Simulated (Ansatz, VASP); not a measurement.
# Cross-check of ZnSe (Stilleite) between VASP and Ansatz, part 3 of 3

Wanted: the spread between two codes on one cell, functional and k mesh. The cell is taken from a series of runs on this material, whose earlier steps may have relaxed, scaled, displaced or heated it; both programs get it as it stands.

VASP 6.6.1 and Ansatz 0.2.0.

So far: Starting point; Ansatz: zone-centre phonons, LDA; VASP: zone-centre phonons, LDA.

### Step 3. VASP: zone-centre phonons, LDA (continued)

Level of this step: LDA; plane waves and PAW (Zn, Se) (VASP).

Parts of OUTCAR (step 3):

```text
ion  position               nearest neighbor table
   1  0.000  0.000  0.000-   2 2.41   2 2.41   2 2.41   2 2.41
   2  0.250  0.250  0.250-   1 2.41   1 2.41   1 2.41   1 2.41

  LATTYP: Found a face centered cubic cell.
 ALAT       =     5.5666144852

 Subroutine GETGRP returns: Found 24 space group operations
 (whereof 24 operations were pure point group operations)

The static configuration has the point symmetry T_d .

 Found     29 irreducible k-points:

   k-points           NKPTS =     29   k-points in BZ     NKDIM =     29   number of bands    NBANDS=     15

   dimension x,y,z NGX =    30 NGY =   30 NGZ =   30
   dimension x,y,z NGXF=    60 NGYF=   60 NGZF=   60

   ENCUT  =  500.0 eV  36.75 Ry    6.06 a.u.   7.18  7.18  7.18*2*pi/ulx,y,z

   NELECT =      18.0000    total number of electrons

 k-points in reciprocal lattice and weights: Automatic mesh
   0.00000000  0.00000000  0.00000000       0.002
   0.12500000  0.00000000  0.00000000       0.016
   0.25000000  0.00000000  0.00000000       0.016
   0.37500000  0.00000000  0.00000000       0.016
   0.50000000  0.00000000  0.00000000       0.008
   0.12500000  0.12500000  0.00000000       0.012
   0.25000000  0.12500000  0.00000000       0.047
   0.37500000  0.12500000  0.00000000       0.047
   0.50000000  0.12500000  0.00000000       0.047
[...]
-0.37500000  0.50000000  0.12500000       0.023
  -0.25000000  0.50000000  0.25000000       0.012

 average (electrostatic) potential at core
       1 -37.8552       2 -61.8025

  Total        0.1084620      0.1084620      0.1084620      0.0000000      0.0000000      0.0000000
  in kB        4.0297183      4.0297183      4.0297183      0.0000000      0.0000000      0.0000000
  external PRESSURE =       4.0297183 kB  Pullay stress =       0.0000000 kB

  energy-cutoff  :      500.00
  volume of cell :       43.12
      direct lattice vectors                 reciprocal lattice vectors
     0.000000000  2.783307243  2.783307243    -0.179642403  0.179642403  0.179642403
     2.783307243  0.000000000  2.783307243     0.179642403 -0.179642403  0.179642403
     2.783307243  2.783307243  0.000000000     0.179642403  0.179642403 -0.179642403

 POSITION                                       TOTAL-FORCE (eV/Angst)
 -----------------------------------------------------------------------------------
      0.00000      0.00000      0.00000        -0.000000      0.000000      0.000000
      1.39165      1.39165      1.39165         0.000000     -0.000000     -0.000000
 -----------------------------------------------------------------------------------
    total drift:                               -0.000000     -0.000000      0.000000

 MACROSCOPIC STATIC DIELECTRIC TENSOR (including local field effects in DFT)
 ------------------------------------------------------
           8.068019     0.000000    -0.000000
           0.000000     8.068019     0.000000
           0.000000     0.000000     8.068019
 ------------------------------------------------------

 PIEZOELECTRIC TENSOR (including local field effects)  for field in x, y, z        (C/m^2)
          XX          YY          ZZ          XY          YZ          ZX
  --------------------------------------------------------------------------------
  x     0.00000     0.00000    -0.00000     0.00000    -0.70002     0.00000
  y     0.00000     0.00000     0.00000     0.00000     0.00000    -0.70002
  z    -0.00000    -0.00000     0.00000    -0.70002     0.00000     0.00000

 BORN EFFECTIVE CHARGES (including local field effects) (in |e|, cummulative output)
 ---------------------------------------------------------------------------------
 ion    1
    1     2.00393     0.00000     0.00000
    2     0.00000     2.00393     0.00000
    3    -0.00000     0.00000     2.00393
 ion    2
    1    -2.00393     0.00000     0.00000
    2    -0.00000    -2.00393    -0.00000
    3     0.00000     0.00000    -2.00393

 Eigenvectors and eigenvalues of the dynamical matrix
 ----------------------------------------------------

   1 f  =    6.584260 THz    41.370123 2PiTHz  219.627259 cm-1    27.230297 meV
             X         Y         Z           dx          dy          dz
      0.000000  0.000000  0.000000    -0.000000   -0.737507   -0.000000
      1.391654  1.391654  1.391654     0.000000    0.675339    0.000000

   2 f  =    6.584260 THz    41.370123 2PiTHz  219.627259 cm-1    27.230297 meV
             X         Y         Z           dx          dy          dz
      0.000000  0.000000  0.000000    -0.000000   -0.000000    0.737507
      1.391654  1.391654  1.391654    -0.000000   -0.000000   -0.675339

   3 f  =    6.584260 THz    41.370123 2PiTHz  219.627259 cm-1    27.230297 meV
             X         Y         Z           dx          dy          dz
      0.000000  0.000000  0.000000     0.737507    0.000000    0.000000
      1.391654  1.391654  1.391654    -0.675339    0.000000    0.000000

   4 f/i=    0.020409 THz     0.128236 2PiTHz    0.680784 cm-1     0.084406 meV
             X         Y         Z           dx          dy          dz
      0.000000  0.000000  0.000000     0.109311    0.281928   -0.603863
      1.391654  1.391654  1.391654     0.119373    0.307881   -0.659452

   5 f/i=    0.020409 THz     0.128236 2PiTHz    0.680784 cm-1     0.084406 meV
             X         Y         Z           dx          dy          dz
      0.000000  0.000000  0.000000     0.240987    0.553802    0.302179
      1.391654  1.391654  1.391654     0.263171    0.604782    0.329996

   6 f/i=    0.020409 THz     0.128236 2PiTHz    0.680784 cm-1     0.084406 meV
             X         Y         Z           dx          dy          dz
      0.000000  0.000000  0.000000    -0.621337    0.264392    0.010964
      1.391654  1.391654  1.391654    -0.678534    0.288731    0.011973

 MACROSCOPIC STATIC DIELECTRIC TENSOR IONIC CONTRIBUTION
 ------------------------------------------------------
           2.654258     0.000000    -0.000000
           0.000000     2.654258     0.000000
          -0.000000     0.000000     2.654258
 ------------------------------------------------------

 ELASTIC MODULI CONTR FROM IONIC RELAXATION (kBar)
 Direction    XX          YY          ZZ          XY          YZ          ZX
 --------------------------------------------------------------------------------
 XX          -0.0000     -0.0000     -0.0000      0.0000      0.0000     -0.0000
 YY          -0.0000     -0.0000     -0.0000      0.0000      0.0000     -0.0000
 ZZ          -0.0000     -0.0000     -0.0000      0.0000      0.0000     -0.0000
 XY           0.0000      0.0000      0.0000   -233.0951      0.0000      0.0000
 YZ           0.0000      0.0000      0.0000      0.0000   -233.0951      0.0000
 ZX          -0.0000     -0.0000     -0.0000      0.0000      0.0000   -233.0951
 --------------------------------------------------------------------------------

 PIEZOELECTRIC TENSOR IONIC CONTR  for field in x, y, z        (C/m^2)
          XX          YY          ZZ          XY          YZ          ZX
  --------------------------------------------------------------------------------
  x    -0.00000    -0.00000    -0.00000     0.00000     0.74013     0.00000
  y     0.00000     0.00000     0.00000     0.00000     0.00000     0.74013
  z    -0.00000    -0.00000    -0.00000     0.74013    -0.00000     0.00000
```

The dielectric response converges more slowly with the mesh than energies do, so tensor and charges may still move on a finer one.

### Step 4. Comparison

Known differences besides the potentials themselves: the two LDA forms differ slightly; fixed occupations in Ansatz, narrow Gaussian smearing in VASP; VASP's response is taken on the typed mesh, Ansatz refines its own for the field response alone; the data sets hold 36 valence electrons in Ansatz (on norm-conserving files, of PseudoDojo where its log says so) and 18 in VASP; the cutoff is 1061.24 eV in Ansatz and 500 eV in VASP; VASP's log shows a relativistic correction to its local exchange, Ansatz's none; Ansatz's log warns that its cutoff lies below the recommended one. Total energies have different zeros and are not compared.

The two programs side by side:

```
                                     quantity  Ansatz   VASP  difference
                                        ε∞ xx    7.52   8.07     -6.76 %
                                        ε∞ yy    7.52   8.07     -6.76 %
                                        ε∞ zz    7.52   8.07     -6.76 %
Born charge of Zn1 (mean of the diagonal) (e)    1.97   2.00       -0.04
Born charge of Se2 (mean of the diagonal) (e)   -1.97  -2.00       +0.04
                   optical mode 1 to 3 (cm⁻¹)   218.7  219.6     -0.44 %
```

Modes are paired by rising frequency, not by their patterns, so a pair may set unlike modes beside each other; they are those without the splitting of longitudinal modes.

### Step 5. What came out

| Quantity | Value |
| --- | --- |
| difference in ε∞ xx (zone-centre phonons, LDA) | -6.8 % |

The difference in ε∞ xx is -6.8 % (zone-centre phonons, LDA), beyond the 5 % picked in this series as the mark of a large difference. The data sets hold unlike numbers of valence electrons (36 in Ansatz and 18 in VASP), so part of the differences comes from the potentials. Ansatz's own log doubts the convergence of its zone-centre phonons, LDA run, which may account for the difference. How closely two codes agree says nothing of how well the functional describes the real material.

[Lines on the potential files, build, host, timing and source positions are cut from VASP's logs without a mark.]

[Logs are printed without paths, hosts, clocks, repeated set-up lines and the standing remarks that a program may print on its own settings, such as how far it seeks lower states.]

[Hosts, paths, dates, database ids (printed as entryN), source tags and the programs' standing remarks are cut or masked in the printed files.]
